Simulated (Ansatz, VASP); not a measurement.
**W2CF2: VASP beside Ansatz**

One calculation is typed for both programs; each brings its own data sets. How far apart do they land? Of the first pair: The structure shown is the start of the Ansatz relaxation below; VASP solves that cell, so the two are compared at the walk's first step.

Calculated with Ansatz 0.2.0; plane waves, with VASP 6.6.1 beside it; single point at PBE.

### 1. Starting point

The cell holds 5 atoms: 1 C, 2 W and 2 F. Cell: a = 2.865 Å, b = 2.865 Å, c = 35.652 Å, α = 90.0°, β = 90.0°, γ = 120.0°. Vacuum lies along c. The height across the vacuum is the one that the program set for its solve, not the one typed.

### 2. Ansatz: relaxation, PBE

Ansatz runs on its PAW soft_1 files.

The two programs are compared at the cell with which this relaxation starts, whose forces are those of its first step.

input.yaml

```yaml
crystal:
  lattice:
    - [2.8650772766, 0.0, 0.0]
    - [-1.4325386383, 2.4812297053, 0.0]
    - [0.0, 0.0, 33.2]
  atoms:
    - { symbol: C, position: [0.0, 0.0, 0.3012048193] }
    - { symbol: W, position: [0.3333333333, 0.6666666667, 0.3423521432] }
    - { symbol: W, position: [0.6666666667, 0.3333333333, 0.2600574954] }
    - { symbol: F, position: [0.6666666667, 0.3333333333, 0.3904487921] }
    - { symbol: F, position: [0.3333333333, 0.6666666667, 0.2119608465] }
  periodic: [true, true, false]
kpoints:
  mp_grid: { grid: [15, 15, 1] }
hamiltonian:
  xc: pbe
  pseudopotentials: { kind: paw, azcp: { folder: soft_1 } }
scf:
  occupations: { method: gaussian, width: 0.1 }
output:
  forces: true
  stress: true
  eigenvalues: true
  write_density: true
  write_potential: true
  elf: true
  volumetric_format: npy
relax:
  adjacent_minimum: "off"
  f_tol: 0.005
  max_steps: 80
  cell: { stress_2d_tol: 0.02 }
```

Started as:

```
ansatz run input.yaml --threads 4 --pin off --max-ram 16384MiB --backend cpu --events-out ev --progress --plain --runs-dir out
```

Numbers of over 12 decimals in the logs are rounded to 6 here.

Log:

```text
Warning: crystal.periodic: the lattice vector that does not repeat stood 0.000° off the slab's normal, 33.200 Å along it as the deck builds it. The run solves the slab on a vector along the normal, 35.652 Å long, with every atom where it was (on the deck's vector they left 27.27 Å outside them, and the widest stretch free of ions among them is 1.60 Å). A fractional position that the run reports is one of the run's ce [...]
crystal.periodic: the lattice vector that does not repeat stood 0.000° off the slab's normal, 33.200 Å along it as the deck builds it. The run solves the slab on a vector along the normal, 35.652 Å long, with every atom where it was (on the deck's vector they left 27.27 Å outside them, and the widest stretch free of ions among them is 1.60 Å). A fractional position that the run reports is one of the run's cell, which [...]
Engine: ansatz 0.2.0, aarch64-unknown-linux-gnu
Pseudopotentials: kind: paw
Pseudopotential: C, paw, valence charge 4, recommended cutoff 420 eV (normal), soft_1/C.paw.azcp
Pseudopotential: W, paw, valence charge 14, recommended cutoff 420 eV (normal), soft_1/W.paw.azcp
Pseudopotential: F, paw, valence charge 7, recommended cutoff 420 eV (normal), soft_1/F.paw.azcp
Functional definition: PBE
  parameter kappa = 0.804
  parameter beta = 0.066725
  exchange = pbe_x(kappa = kappa, mu = beta*pi^2/3)
  correlation = pbe_c(beta = beta)
Crystal: 5 atoms, lattice volume = 253.444 Å³
Basis set: ecut = 420 eV, 4967 PW (Γ), exchange–correlation on 40×40×480 points (8 copies of the dense FFT grid, shifted against one another)
Bands: 28, of which v1, the nominal top of the filled ones, is band 23 counted from 1 (22 counted from 0)
Symmetry: 12 space group operations
Space group: P-3m1 (ITA 164), of the structure as read, at distance tolerance 6.3e-5 Å
k-points: 27 of 225
Non-local potential: C, projectors of the file, l = 0: 2, l = 1: 2, l = 2: 1
Non-local potential: W, projectors of the file, l = 0: 3, l = 1: 2, l = 2: 2, l = 3: 1
Non-local potential: F, projectors of the file, l = 0: 2, l = 1: 2, l = 2: 1
PAW form: soft (Blöchl's): semilocal exchange-correlation on the pseudo side does not see the compensation charge
PAW one-centre angular grid: C, 110 points (default); XC on 64 Gauss nodes
PAW one-centre angular grid: W, 590 points (default); XC on 64 Gauss nodes
PAW one-centre angular grid: F, 110 points (default); XC on 64 Gauss nodes
Initial density: superposition of atomic densities (neutral atoms: chi_scale 0, normalization atom)
Initial wavefunctions: pseudopotential atomic-orbital guess
[...]
Crystal: 5 atoms, lattice volume = 251.085 Å³
iter 1 solved again at ethr=1.27e-9 eV; its pass at ethr=3.10e-3 eV (dr2=5.84e-7 eV) is discarded
SCF iter   1: F=—  HF=-22637.308453 eV  |F-HF|=—  |Δ(HF+E_count)|=         —  Δρ=1.12e-5  dr2=5.17e-7  ethr=1.27e-9  ⟨swp⟩=5.8  Hψ=7090  notcnv=0
SCF iter   2: F=—  HF=-22637.308403 eV  |F-HF|=—  |Δ(HF+E_count)|=   5.04e-5  Δρ=4.51e-6  dr2=9.17e-8  ethr=1.12e-9  ⟨swp⟩=2.7  Hψ=1252  notcnv=0
SCF iter   3: F=—  HF=-22637.308403 eV  |F-HF|=—  |Δ(HF+E_count)|=   2.61e-7  Δρ=1.95e-6  dr2=1.59e-8  ethr=1.99e-10  ⟨swp⟩=3.7  Hψ=1571  notcnv=0
SCF iter   4: F=—  HF=-22637.308403 eV  |F-HF|=—  |Δ(HF+E_count)|=   7.32e-8  Δρ=6.20e-7  dr2=2.14e-9  ethr=3.45e-11  ⟨swp⟩=4.1  Hψ=1870  notcnv=0
SCF iter   5: F=-22637.308403 eV  HF=-22637.308403 eV  |F-HF|=1.25e-9  |Δ(HF+E_count)|=   2.23e-8  Δρ=2.20e-7  dr2=1.19e-10  ethr=1.92e-12  ⟨swp⟩=14.3  Hψ=7173  notcnv=0
SCF 6 converged in 5 iterations: F = -22637.308403 eV  dr2 = 1.19e-10
relax step   6: F+E_penalty+E_count = -22637.30840294 eV  Δ(F+E_penalty+E_count) = -1.823e-5 eV  max|allowed force component| = 7.669e-4 eV/Å  Δτ_max = 0.0001 Å  P = -0.004 N/m  Ω = 251.085 Å³  energy of the carried Pulay correction = +1.714e-5 eV  fix = [c, alpha, beta]  reactions: c -0.000 N/m  (5 SCF iters, dr2 threshold 8.81e-10 eV, accepted)
iter 1 solved again at ethr=1.29e-7 eV; its pass at ethr=3.10e-3 eV (dr2=5.92e-5 eV) is discarded
SCF iter   1: F=—  HF=-22637.308350 eV  |F-HF|=—  |Δ(HF+E_count)|=         —  Δρ=1.36e-6  dr2=2.25e-9  ethr=1.29e-7  ⟨swp⟩=7.4  Hψ=10056  notcnv=0
eigensolver tolerance schedule: the retry pair's looser diagonalisation over-reported the residual by 26289.57 of it (diagonalisation noise at an unbounded share of the residual, at the tolerance the schedule requests for it); recorded, not acted on — ethr = c·dr2/N_el stays at c = 1.0e-1
SCF iter   2: F=—  HF=-22637.308381 eV  |F-HF|=—  |Δ(HF+E_count)|=   3.10e-5  Δρ=1.46e-6  dr2=3.43e-9  ethr=4.89e-12  ⟨swp⟩=7.4  Hψ=3874  notcnv=0
SCF iter   3: F=—  HF=-22637.308381 eV  |F-HF|=—  |Δ(HF+E_count)|=   3.33e-9  Δρ=4.32e-7  dr2=3.78e-10  ethr=4.89e-12  ⟨swp⟩=3.0  Hψ=1419  notcnv=0
SCF iter   4: F=—  HF=-22637.308381 eV  |F-HF|=—  |Δ(HF+E_count)|=  3.64e-12  Δρ=1.74e-7  dr2=6.48e-11  ethr=1.00e-12  ⟨swp⟩=3.4  Hψ=1530  notcnv=0
SCF iter   5: F=-22637.308381 eV  HF=-22637.308381 eV  |F-HF|=1.82e-11  |Δ(HF+E_count)|=  8.73e-11  Δρ=1.93e-8  dr2=1.32e-12  ethr=1.00e-12  ⟨swp⟩=14.3  Hψ=6892  notcnv=0
SCF 7 converged in 5 iterations: F = -22637.308381 eV  dr2 = 1.32e-12
relax step   7: F+E_penalty+E_count = -22637.30838081 eV  Δ(F+E_penalty+E_count) = +2.213e-5 eV  max|allowed force component| = 7.637e-4 eV/Å  Δτ_max = 0.0000 Å  P = -0.004 N/m  Ω = 251.085 Å³  fix = [c, alpha, beta]  reactions: c -0.000 N/m  stress off target by 3.83e-3 N/m on what of the cell is left free  SCF on the basis re-selected at this cell (its energy is not comparable with the rows above)  (5 SCF iters)
basis re-selected at this cell: Δ(F+E_penalty+E_count) = +2.213e-5 eV, ΔP = -0.000 N/m vs the last step (what re-selecting the basis moved, of the pressure what is left beyond the Pulay correction that the steps carried, after the strain that the cell walked since its last selection, with what the two solves' SCF thresholds leave and, on support functions, any second-order correction that the steps lacked; it is no m [...]
WARN: The input density's exchange-correlation potential varies sharply where the density is thin. Do not read a vacuum level from v_tot or v_xc, or from such a field of the output density. On a cell that repeats whose density bears no net charge and no dipole along the vacuum's axis use v_es (v_loc + v_h of the components); under efield.dipole_correction with no amplitude use v_es + v_field, which holds any external [...]
SCF converged after 5 iterations
Free energy (F): -22637.308381 eV
Harris-Foulkes:  -22637.308381 eV  (|F-HF|=1.82e-11)
Internal energy: -22637.288739 eV  (E = F + TS)
E sigma→0 (E₀):  -22637.298560 eV
Entropy (-TS):   -0.019642 eV (-3.928 meV/atom)
Fermi energy:    -5.659341 eV
--- Per-component energies (eV) ---
  E_band       = -1284.321307
  E_kinetic    = 1327.370122
  E_local      = -181630.838958  (includes V_loc(G=0)·N_el)
  E_nonlocal   = 147.335085
  E_hartree    = 90032.374673
  E_xc         = -735.577523
  E_vxc        = -717.304949  (∫ρ·V_xc dr)
  E_paw        = -17664.055612  (= ΣΔE_a)
  E_vpaw       = -475.633460  (= ΣTr[D̂ρ^β])
  E_aug_tail   = 0.001746  (compensation charges beyond the density's cutoff)
  E_ewald      = 85886.101728
  E_smearing   = -0.019642  (= −TS)
  E_closure    = 0.000000  (closes the sum)
  Σ components = -22637.308381   (vs F -22637.308381, Δ=0.00e0)
--- Forces (eV/Å), atoms counted from 1 ---
  atom   1  C      0.00000000     0.00000000     0.00000000
  atom   2  W      0.00000000    -0.00000000     0.00076371
  atom   3  W      0.00000000     0.00000000    -0.00076371
  atom   4  F     -0.00000000    -0.00000000    -0.00020333
  atom   5  F      0.00000000     0.00000000     0.00020333
  max |Σ_I F_I| component: 2.54e-17 eV/Å
--- 2D stress c σ (N/m, compression-positive) ---
       -0.003828       0.000000      -0.000000
        0.000000      -0.003828      -0.000000
       -0.000000      -0.000000      -0.000000
  P = ½ c Tr σ = -0.0038 N/m
--- Band table (eV; the first three rows and the last of 27) ---
  k-point 0: bands = [... 19 lower, -9.1119, -9.1119, -7.0593, -7.0593, -5.3350, -5.0239, -5.0239, -4.6889, ... 1 higher]
  k-point 1: bands = [... 19 lower, -9.1265, -9.0939, -7.2604, -6.9210, -5.3915, -5.2374, -5.1320, -4.7046, ... 1 higher]
  k-point 2: bands = [... 19 lower, -9.1654, -8.9382, -7.6345, -6.5081, -5.8453, -5.4149, -5.1636, -4.4933, ... 1 higher]
  k-point 26: bands = [... 19 lower, -11.4577, -6.9216, -5.9722, -5.7528, -5.7528, -4.1457, -4.1457, -2.3922, ... 1 higher]
--- Relaxed structure (5 steps of the walk, 5 accepted, 2 SCFs on fresh bases) ---
  F+E_penalty+E_count = -22637.30838081 eV   max|allowed force component| = 7.637e-4 eV/Å   (the final SCF, on the basis selected at the relaxed cell)
  cell:  # Å, volume = 251.0852 Å³
    - [2.851712, 0.0, 0]
    - [-1.425856, 2.469655, 0]
    - [0, 0, 35.65159958784]
  atoms:
    - { symbol: C, position: [0, 0, 0.280492] }
    - { symbol: W, position: [0.333333, 0.666667, 0.319366] }
    - { symbol: W, position: [0.666667, 0.333333, 0.241619] }
    - { symbol: F, position: [0.666667, 0.333333, 0.363668] }
    - { symbol: F, position: [0.333333, 0.666667, 0.197316] }
```

### 3. VASP: single point, PBE, start cell, pair 1

The same cell, functional, mesh and smearing now go to VASP, with its own data sets.

Lines of VASP's logs that name or quote its potential files are left out, and so is its time.

INCAR

```
SYSTEM = W2CF2
PREC = Accurate
ENCUT = 520
EDIFF = 1E-06
NELM = 120
ISMEAR = 0
SIGMA = 0.1
LREAL = .FALSE.
ALGO = Normal
GGA = PE
NBANDS = 21
LASPH = .TRUE.
LORBIT = 11
LWAVE = .FALSE.
LCHARG = .FALSE.
ISIF = 2
LDIPOL = .TRUE.
IDIPOL = 3
DIPOL = 0.5 0.5 0.28
LVHAR = .TRUE.
GGA_COMPAT = .FALSE.
NELMDL = -8
KPAR = 2
```

POSCAR

```
W2CF2
1.0
    2.8650770000      0.0000000000      0.0000000000
   -1.4325390000      2.4812300000      0.0000000000
    0.0000000000      0.0000000000     35.6516000000
C W F
1 2 2
Direct
    0.0000000000      0.0000000000      0.2804923201
    0.3333333333      0.6666666667      0.3188101235
    0.6666666667      0.3333333333      0.2421745167
    0.6666666667      0.3333333333      0.3635993896
    0.3333333333      0.6666666667      0.1973852506
```

KPOINTS

```
Automatic mesh
0
Gamma
15 15 1
0 0 0
```

PAW data sets: C, W and F (PBE family, release 64).

Started as:

```
mpirun -np 2 vasp_std
```

Log:

```text
[banner, memory and clock lines left out]
running    2 mpi-ranks, on    1 nodes
 distrk:  each k-point on    1 cores,    2 groups
 distr:  one band on    1 cores,    1 groups

 POSCAR found type information on POSCAR C W F
 POSCAR found :  3 types and       5 ions
 LDA part: xc-table for (Slater+PW92), standard interpolation
 POSCAR, INCAR and KPOINTS ok, starting setup
 FFT: planning ... GRIDC
 FFT: planning ... GRID_SOFT
 FFT: planning ... GRID
 WAVECAR not read
 entering main loop
       N       E                     dE             d eps       ncg     rms          rms(c)
DAV:   1     0.268714224881E+03    0.26871E+03   -0.11713E+04  1190   0.109E+03
DAV:   2    -0.144659875120E+02   -0.28318E+03   -0.27342E+03  1777   0.271E+02
DAV:   3    -0.474471052573E+02   -0.32981E+02   -0.32319E+02  1389   0.108E+02
DAV:   4    -0.483850910139E+02   -0.93799E+00   -0.90922E+00  1632   0.192E+01
DAV:   5    -0.484036570381E+02   -0.18566E-01   -0.18370E-01  1493   0.228E+00
DAV:   6    -0.484043007160E+02   -0.64368E-03   -0.64308E-03  1600   0.371E-01
DAV:   7    -0.484043206834E+02   -0.19967E-04   -0.19967E-04  1551   0.578E-02
DAV:   8    -0.484043215880E+02   -0.90463E-06   -0.90452E-06  1472   0.106E-02    0.400E+01
DAV:   9    -0.424200758603E+02    0.59842E+01   -0.32068E+01  1365   0.322E+01    0.143E+01
DAV:  10    -0.422526075312E+02    0.16747E+00   -0.22721E+00  1276   0.123E+01    0.801E+00
DAV:  11    -0.422083069202E+02    0.44301E-01   -0.27167E-01  1602   0.486E+00    0.855E-01
DAV:  12    -0.421972147070E+02    0.11092E-01   -0.55982E-02  1536   0.172E+00    0.222E-01
DAV:  13    -0.421970153995E+02    0.19931E-03   -0.70251E-03  1435   0.532E-01    0.117E-01
DAV:  14    -0.421969482457E+02    0.67154E-04   -0.80133E-04  1525   0.217E-01    0.664E-02
DAV:  15    -0.421969581240E+02   -0.98783E-05   -0.71021E-05  1347   0.716E-02    0.178E-02
DAV:  16    -0.421969596209E+02   -0.14969E-05   -0.19850E-05  1482   0.305E-02    0.801E-03
DAV:  17    -0.421969635460E+02   -0.39251E-05   -0.31534E-06  1131   0.140E-02    0.405E-03
DAV:  18    -0.421969666780E+02   -0.31319E-05   -0.45469E-07   777   0.643E-03    0.115E-03
DAV:  19    -0.421969719402E+02   -0.52622E-05   -0.43900E-07   853   0.314E-03    0.628E-04
DAV:  20    -0.421969740853E+02   -0.21451E-05   -0.12147E-07   802   0.162E-03    0.548E-04
DAV:  21    -0.421969756781E+02   -0.15928E-05   -0.11626E-07   742   0.132E-03    0.206E-04
DAV:  22    -0.421969764628E+02   -0.78475E-06   -0.53018E-08   787   0.103E-03
   1 F= -.42196976E+02 E0= -.42187359E+02  d E =-.192356E-01
```

Parts of OUTCAR (step 3):

```text
ion  position               nearest neighbor table
   1  0.000  0.000  0.280-   2 2.15   3 2.15   2 2.15   3 2.15   2 2.15   3 2.15
   2  0.333  0.667  0.319-   1 2.15   1 2.15   1 2.15   4 2.30   4 2.30   4 2.30   3 3.19   3 3.19
                             3 3.19
   3  0.667  0.333  0.242-   1 2.15   1 2.15   1 2.15   5 2.30   5 2.30   5 2.30   2 3.19   2 3.19
                             2 3.19
   4  0.667  0.333  0.364-   2 2.30   2 2.30   2 2.30
   5  0.333  0.667  0.197-   3 2.30   3 2.30   3 2.30

  LATTYP: Found a hexagonal cell.
 ALAT       =     2.8650770000
 C/A-ratio  =    12.4435050088

 Subroutine GETGRP returns: Found 12 space group operations
 (whereof  6 operations were pure point group operations)

The static configuration has the point symmetry C_3v.
 The point group associated with its full space group is D_3d.

 Found     27 irreducible k-points:

   k-points           NKPTS =     27   k-points in BZ     NKDIM =     27   number of bands    NBANDS=     21

   dimension x,y,z NGX =    24 NGY =   24 NGZ =  270
   dimension x,y,z NGXF=    48 NGYF=   48 NGZF=  540

   ENCUT  =  520.0 eV  38.22 Ry    6.18 a.u.   5.33  5.33 66.29*2*pi/ulx,y,z

   NELECT =      30.0000    total number of electrons

 k-points in reciprocal lattice and weights: Automatic mesh
   0.00000000  0.00000000  0.00000000       0.004
   0.06666667  0.00000000  0.00000000       0.027
   0.13333333  0.00000000  0.00000000       0.027
   0.20000000  0.00000000  0.00000000       0.027
   0.26666667  0.00000000  0.00000000       0.027
   0.33333333  0.00000000  0.00000000       0.027
   0.40000000  0.00000000  0.00000000       0.027
   0.46666667  0.00000000  0.00000000       0.027
   0.06666667  0.06666667  0.00000000       0.027
[...]
0.33333333  0.26666667  0.00000000       0.053
   0.33333333  0.33333333  0.00000000       0.009

 dipolmoment           0.000000      0.000000     -0.000005 electrons x Angstroem

 average (electrostatic) potential at core
       1 -58.6636       2 -49.9166       3 -49.9166       4 -84.2951       5 -84.2951

 E-fermi :  -3.1454

 k-point     1 :       0.0000    0.0000    0.0000
  band No.  band energies     occupation
    ...
     11      -6.8495      2.00000
     12      -6.7202      2.00000
     13      -6.7202      2.00000
     14      -4.5995      2.00000
     15      -4.5995      2.00000
     16      -2.6844      0.00000
     17      -2.5350      0.00000
     18      -2.5350      0.00000
     19      -2.3228      0.00000
     20      -2.3228      0.00000
    ...

 k-point     2 :       0.0667    0.0000    0.0000
  band No.  band energies     occupation
    ...
     11      -7.1392      2.00000
     12      -6.7432      2.00000
     13      -6.5825      2.00000
     14      -4.7946      2.00000
     15      -4.4636      2.00000
     16      -2.9032      0.00062
     17      -2.6749      0.00000
     18      -2.6335      0.00000
     19      -2.2568      0.00000
     20      -2.1183      0.00000
    ...

 k-point     3 :       0.1333    0.0000    0.0000
  band No.  band energies     occupation
    ...
     12      -6.8005      2.00000
     13      -6.3885      2.00000
     14      -5.1543      2.00000
     15      -4.0580      2.00000
     16      -3.3625      1.99786
     17      -2.8537      0.00004
     18      -2.7172      0.00000
     19      -1.9537      0.00000
     20      -1.8641      0.00000
     21       0.5322      0.00000

  Total       -0.8336073     -0.8336077     -0.5618618      0.0000002      0.0000000     -0.0000000
  in kB       -5.2697467     -5.2697490     -3.5518759      0.0000011      0.0000000     -0.0000000
  external PRESSURE =      -4.6971239 kB  Pullay stress =       0.0000000 kB

  energy-cutoff  :      520.00
  volume of cell :      253.44
      direct lattice vectors                 reciprocal lattice vectors
     2.865077000  0.000000000  0.000000000     0.349030759  0.201513030  0.000000000
    -1.432539000  2.481230000  0.000000000     0.000000000  0.403025919  0.000000000
     0.000000000  0.000000000 35.651600000     0.000000000  0.000000000  0.028049232

 POSITION                                       TOTAL-FORCE (eV/Angst)
 -----------------------------------------------------------------------------------
      0.00000      0.00000     10.00000        -0.000000      0.000000     -0.000000
     -0.00000      1.65415     11.36609         0.000000      0.000000      0.449487
      1.43254      0.82708      8.63391        -0.000000     -0.000000     -0.449487
      1.43254      0.82708     12.96290         0.000000      0.000000     -0.282996
     -0.00000      1.65415      7.03710        -0.000000      0.000000      0.282996
 -----------------------------------------------------------------------------------
    total drift:                               -0.000000     -0.000000     -0.000149

  FREE ENERGIE OF THE ION-ELECTRON SYSTEM (eV)
  ---------------------------------------------------
  free  energy   TOTEN  =       -42.1969764628 eV

  energy  without entropy=      -42.1777409107  energy(sigma->0) =      -42.18735869

 vacuum level on the upper side and lower side of the slab         2.745         2.745

 total charge
# of ion       s       p       d       tot
------------------------------------------
    1        0.856   1.626   0.000   2.482
    2        0.545   0.617   4.281   5.444
    3        0.545   0.617   4.281   5.444
    4        1.746   4.291   0.000   6.036
    5        1.746   4.291   0.000   6.036
--------------------------------------------------
tot          5.438  11.442   8.562  25.442

[... 3 further parts left out ...]
```

This run has no spin polarisation, so a moment on W, if there is one, isn't seen. The data set W keeps the semicore shell frozen, which is cheaper and a little less accurate.

### 4. Comparison

Known differences besides the potentials themselves: Ansatz cuts the interaction across the vacuum, VASP repeats the sheet with a dipole correction; the data sets hold 46 valence electrons in Ansatz (on its PAW soft_1 files) and 30 in VASP; the cutoff is 420 eV in Ansatz and 520 eV in VASP. Total energies have different zeros and are not compared.

Forces (eV/Å; atoms numbered as in POSCAR):

```
atom        Ansatz x, y, z          VASP x, y, z
  C1   0.000, 0.000, 0.000   0.000, 0.000, 0.000
  W2   0.000, 0.000, 0.412   0.000, 0.000, 0.449
  W3  0.000, 0.000, -0.412  0.000, 0.000, -0.449
  F4  0.000, 0.000, -0.224  0.000, 0.000, -0.283
  F5   0.000, 0.000, 0.224   0.000, 0.000, 0.283
```

The forces differ by 25 meV/Å r.m.s., which is 13.1 % of the r.m.s. force of 0.194 eV/Å (both taken over all components). With vacuum in the cell, a pressure given here is an average over mostly empty space and none of the material.

### 5. Other set-ups

Further runs change the set-up of one program: Ansatz's method, potentials or start, or VASP's data sets, cutoff or form of LDA. The table gives that difference for each run.

```
                                  run  r.m.s. force difference (meV/Å)
                             as above                               25
VASP with the data sets C, W_sv and F                               29
```

(Part 1 of 2 ends here.)

[Lines on the potential files, build, host, timing and source positions are cut from VASP's logs without a mark.]

[Logs are printed without paths, hosts, clocks, repeated set-up lines and the standing remarks that a program may print on its own settings, such as how far it seeks lower states.]

[Hosts, paths, dates, database ids (printed as entryN), source tags and the programs' standing remarks are cut or masked in the printed files.]
